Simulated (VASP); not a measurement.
VASP ran on this input.

### POSCAR
```
CaS
1
    0.0000000000     2.8825172224     2.8825172224
    2.8825172224     0.0000000000     2.8825172224
    2.8825172224     2.8825172224     0.0000000000
Ca S
1 1
Direct
  0.0000000000   0.0000000000   0.0000000000
  0.5000000000   0.5000000000   0.5000000000
```

KPOINTS:
```
Automatic mesh
0
Gamma
8 8 8
0 0 0
```

### INCAR
```
SYSTEM = CaS
PREC = Accurate
ENCUT = 520
EDIFF = 1E-7
NELM = 100
ALGO = Normal
LREAL = .FALSE.
LASPH = .TRUE.
ISMEAR = 0
SIGMA = 0.05
GGA = CX
LUSE_VDW = .TRUE.
AGGAC = 0.0
LWAVE = .FALSE.
LCHARG = .FALSE.
ISIF = 2
```

POTCAR, in this order: Ca_sv S (PBE.64 set). Program: vasp_std.

### Question
Write an equivalent input for Quantum ESPRESSO's pw.x.

### Answer
One equivalent input (not run):
```
&CONTROL
  calculation = 'scf'
  pseudo_dir = './pseudo'
  outdir = './out'
  tprnfor = .true.
  tstress = .true.
/
&SYSTEM
  ibrav = 0
  nat = 2
  ntyp = 2
  ecutwfc = 68
  occupations = 'smearing'
  smearing = 'gaussian'
  degauss = 0.003675
  input_dft = 'vdw-df-cx'
/
&ELECTRONS
  conv_thr = 7.3e-09
  electron_maxstep = 100
/
ATOMIC_SPECIES
  Ca 40.078 Ca.upf
  S 32.060 S.upf
CELL_PARAMETERS angstrom
     0.0000000    2.8825172    2.8825172
     2.8825172    0.0000000    2.8825172
     2.8825172    2.8825172    0.0000000
ATOMIC_POSITIONS crystal
  Ca   0.0000000  0.0000000  0.0000000
  S    0.5000000  0.5000000  0.5000000
K_POINTS automatic
  8 8 8 0 0 0
```
Limits of the translation: the potentials are each code's own (VASP's PAW set, PseudoDojo norm-conserving files in pw.x), so ENCUT and ecutwfc are chosen apart and not converted; conv_thr bounds pw.x's estimated SCF error, while EDIFF bounds the energy change between steps.

The compound is CaS in the rock salt structure. This cell is one point of a volume scan, at 1.06 of the reference volume.
